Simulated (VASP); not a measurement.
Output of a VASP run:

File OSZICAR:
```
...
RMM:   7    -0.274400614377E-02    0.51405E-06   -0.32341E-07 16842   0.332E-03    0.348E-04
RMM:   8    -0.274401214423E-02   -0.60005E-08   -0.46365E-08 18826   0.136E-03    0.153E-04
 Linear response progress:
  Degree of freedom:   2/  3
       N       E                     dE             d eps       ncg     rms          rms(c)
RMM:   1    -0.249319394236E+00   -0.24932E+00   -0.15472E-01 25176   0.333E+00
RMM:   2    -0.244507960774E+00    0.48114E-02   -0.15804E-02 21660   0.128E+00    0.117E-01
RMM:   3    -0.244878411027E+00   -0.37045E-03   -0.30860E-03 25630   0.334E-01    0.807E-02
RMM:   4    -0.245057759499E+00   -0.17935E-03   -0.27428E-04 29783   0.110E-01    0.153E-02
RMM:   5    -0.245132015600E+00   -0.74256E-04   -0.43514E-05 21652   0.626E-02    0.113E-02
RMM:   6    -0.245132094667E+00   -0.79068E-07   -0.70297E-06 20788   0.334E-02    0.453E-03
RMM:   7    -0.245134428856E+00   -0.23342E-05   -0.31177E-06 24625   0.120E-02    0.184E-03
RMM:   8    -0.245132381524E+00    0.20473E-05   -0.55928E-07 23914   0.577E-03    0.754E-04
RMM:   9    -0.245126669477E+00    0.57120E-05   -0.12769E-07 28738   0.272E-03    0.440E-04
RMM:  10    -0.245124600043E+00    0.20694E-05   -0.40980E-08 25388   0.124E-03    0.145E-04
RMM:  11    -0.245124227413E+00    0.37263E-06   -0.23380E-08 31626   0.474E-04    0.990E-05
RMM:  12    -0.245123887709E+00    0.33970E-06   -0.74032E-09 25068   0.240E-04    0.318E-05
RMM:  13    -0.245123594880E+00    0.29283E-06   -0.46184E-10 29539   0.117E-04    0.130E-05
RMM:  14    -0.245123595307E+00   -0.42775E-09    0.22945E-10 32560   0.458E-05    0.421E-06
 Linear response progress:
  Degree of freedom:   3/  3
       N       E                     dE             d eps       ncg     rms          rms(c)
RMM:   1    -0.210425326588E+00   -0.21043E+00    0.77869E-01  9699   0.113E+01
RMM:   2    -0.221570407354E+00   -0.11145E-01   -0.46319E-02 16012   0.128E+00    0.629E-02
RMM:   3    -0.221643285210E+00   -0.72878E-04   -0.72378E-03 16041   0.507E-01    0.244E-02
RMM:   4    -0.221678791890E+00   -0.35507E-04   -0.11931E-03 14061   0.241E-01    0.261E-02
RMM:   5    -0.221714106232E+00   -0.35314E-04   -0.25012E-04 14338   0.104E-01    0.150E-02
RMM:   6    -0.221875090639E+00   -0.16098E-03   -0.74375E-05 18654   0.514E-02    0.569E-03
RMM:   7    -0.221811986904E+00    0.63104E-04   -0.17558E-05 13760   0.315E-02    0.445E-03
RMM:   8    -0.221828838960E+00   -0.16852E-04   -0.60482E-06 19944   0.129E-02    0.186E-03
RMM:   9    -0.221843019399E+00   -0.14180E-04   -0.17509E-06 17164   0.634E-03    0.527E-04
RMM:  10    -0.221848615061E+00   -0.55957E-05   -0.83312E-07 20011   0.327E-03    0.430E-04
RMM:  11    -0.221849757206E+00   -0.11421E-05   -0.26234E-07 19156   0.133E-03    0.195E-04
RMM:  12    -0.221849795820E+00   -0.38615E-07   -0.10653E-07 19113   0.684E-04    0.783E-05
RMM:  13    -0.221849397465E+00    0.39836E-06   -0.56268E-08 18248   0.444E-04    0.232E-05
RMM:  14    -0.221849559223E+00   -0.16176E-06   -0.22047E-08 20820   0.191E-04    0.155E-05
RMM:  15    -0.221849616897E+00   -0.57674E-07   -0.25777E-08 21189   0.931E-05    0.929E-06
RMM:  16    -0.221849701606E+00   -0.84709E-07   -0.14650E-08 16643   0.639E-05    0.116E-06
RMM:  17    -0.221849701584E+00    0.22528E-10   -0.82384E-09 19507   0.334E-05    0.114E-06
 Linear response finished
```

**OUTCAR**
```
------------------------ aborting loop because EDIFF is reached ----------------------------------------

   1 f  =    9.755585 THz    61.296151 2PiTHz  325.411305 cm-1    40.345842 meV
             X         Y         Z           dx          dy          dz
      5.175564  5.175564  5.175564     0.000000    0.000000    0.000000
      2.591232  4.309520  4.309520     0.288675   -0.288675   -0.288675
      4.309520  4.309520  2.591232    -0.288675   -0.288675    0.288675
      4.309520  2.591232  4.309520    -0.288675    0.288675   -0.288675
      2.591232  2.591232  2.591232     0.288675    0.288675    0.288675
      0.000000  0.000000  0.000000     0.000000    0.000000    0.000000

   2 f  =    7.100532 THz    44.613956 2PiTHz  236.848242 cm-1    29.365426 meV
             X         Y         Z           dx          dy          dz
      5.175564  5.175564  5.175564     0.335429    0.053761    0.052890
      2.591232  4.309520  4.309520    -0.160293   -0.279926   -0.278941
      4.309520  4.309520  2.591232    -0.057310    0.261288   -0.381923
      4.309520  2.591232  4.309520    -0.058979   -0.381240    0.260604
      2.591232  2.591232  2.591232     0.044003    0.362601    0.363587
      0.000000  0.000000  0.000000     0.012737    0.002042    0.002008

   3 f  =    7.100532 THz    44.613956 2PiTHz  236.848242 cm-1    29.365426 meV
             X         Y         Z           dx          dy          dz
      5.175564  5.175564  5.175564     0.052224    0.008370   -0.339710
      2.591232  4.309520  4.309520     0.308294   -0.376833    0.016885
      4.309520  4.309520  2.591232     0.324328    0.373932    0.000851
      4.309520  2.591232  4.309520    -0.342433    0.273894    0.100888
      2.591232  2.591232  2.591232    -0.326400   -0.276796    0.116922
      0.000000  0.000000  0.000000     0.001983    0.000318   -0.012900

   4 f  =    7.100532 THz    44.613956 2PiTHz  236.848242 cm-1    29.365426 meV
             X         Y         Z           dx          dy          dz
      5.175564  5.175564  5.175564    -0.054409    0.339470    0.000000
      2.591232  4.309520  4.309520    -0.315703   -0.006734    0.377246
      4.309520  4.309520  2.591232     0.334566   -0.110956   -0.273023
      4.309520  2.591232  4.309520    -0.315703   -0.006734   -0.377246
      2.591232  2.591232  2.591232     0.334566   -0.110956    0.273023
      0.000000  0.000000  0.000000    -0.002066    0.012891   -0.000000

   5 f  =    6.359001 THz    39.954781 2PiTHz  212.113436 cm-1    26.298702 meV
             X         Y         Z           dx          dy          dz
      5.175564  5.175564  5.175564    -0.084556   -0.027223   -0.894557
      2.591232  4.309520  4.309520    -0.118981    0.111168    0.050543
      4.309520  4.309520  2.591232    -0.111628   -0.107621    0.043190
      4.309520  2.591232  4.309520     0.122647   -0.130460    0.066029
      2.591232  2.591232  2.591232     0.130000    0.134008    0.073382
      0.000000  0.000000  0.000000     0.023085    0.007432    0.244224

   6 f  =    6.359001 THz    39.954781 2PiTHz  212.113436 cm-1    26.298702 meV
             X         Y         Z           dx          dy          dz
      5.175564  5.175564  5.175564     0.889471   -0.102020   -0.080971
      2.591232  4.309520  4.309520    -0.082668    0.137710    0.139181
      4.309520  4.309520  2.591232    -0.055112   -0.124416    0.111625
      4.309520  2.591232  4.309520    -0.060797    0.115839   -0.128630
      2.591232  2.591232  2.591232    -0.033241   -0.102545   -0.101073
      0.000000  0.000000  0.000000    -0.242835    0.027853    0.022106

   7 f  =    6.359001 THz    39.954781 2PiTHz  212.113436 cm-1    26.298702 meV
             X         Y         Z           dx          dy          dz
      5.175564  5.175564  5.175564    -0.099069   -0.892734    0.036531
      2.591232  4.309520  4.309520    -0.109179    0.039854    0.104808
      4.309520  4.309520  2.591232     0.131957    0.076480   -0.136328
      4.309520  2.591232  4.309520    -0.119047    0.049721   -0.109569
      2.591232  2.591232  2.591232     0.122089    0.066613    0.131567
      0.000000  0.000000  0.000000     0.027047    0.243726   -0.009973

   8 f  =    5.216570 THz    32.776674 2PiTHz  174.006033 cm-1    21.573989 meV
             X         Y         Z           dx          dy          dz
      5.175564  5.175564  5.175564    -0.000000    0.000000   -0.000000
      2.591232  4.309520  4.309520     0.378915    0.057860    0.321054
      4.309520  4.309520  2.591232    -0.378915    0.057860   -0.321054
...
```
(Selected blocks of OUTCAR.)

File POSCAR:
```
MgCu4Sn
1
    0.0000000000     3.4503760000     3.4503760000
    3.4503760000     0.0000000000     3.4503760000
    3.4503760000     3.4503760000     0.0000000000
Mg Cu Sn
1 4 1
Direct
  0.7500000000   0.7500000000   0.7500000000
  0.8735000000   0.3755000000   0.3755000000
  0.3755000000   0.3755000000   0.8735000000
  0.3755000000   0.8735000000   0.3755000000
  0.3755000000   0.3755000000   0.3755000000
  0.0000000000   0.0000000000   0.0000000000
```

Q: Reconstruct the remaining input files.

A: One answer among several that fit: the input of the run itself, LDA (Ceperley-Alder, Perdew-Zunger), plane waves, VASP's LDA PAW potentials (set 64).

### INCAR
```
# general
SYSTEM  =MgCu4Sn
PREC    =Accurate
ENCUT   =300   # plane-wave cut-off (eV)
LREAL   =F   # projection in real space or not
LASPH   =T   # aspherical one-centre terms

# electronic loop
EDIFF   =1E-8   # SCF stop (eV)
NELM    =100   # most electronic steps
ALGO    =Normal   # blocked Davidson
LMAXMIX =4   # l cut-off of mixed one-centre charges

# smearing
ISMEAR  =-1
SIGMA   =0.1

# ions
IBRION  =8
NSW     =1   # most ionic steps
ISIF    =2   # forces and stress, cell fixed

# output
LWAVE   =F
LCHARG  =F

# other
LEPSILON=F
```

File KPOINTS:
```
Automatic mesh
0
Gamma
9 9 9
0 0 0
```

POTCAR, in this order: Mg Cu Sn_d (LDA.64 set). Program: vasp_std.

At this cut-off the stress carries a Pulay error, which pulls relaxed volumes low.

The structure comes from a computed database's MgCu4Sn entry; how it stands against other phases isn't given here. The cell was not relaxed at this level. The run is one of a series of settings (EDIFF = 1E-8, GGA removed, IBRION = 8, LEPSILON = .FALSE., NSW = 1, POTCAR Mg Cu Sn_d (LDA.64 set) against the base run), some of them coarse on purpose.
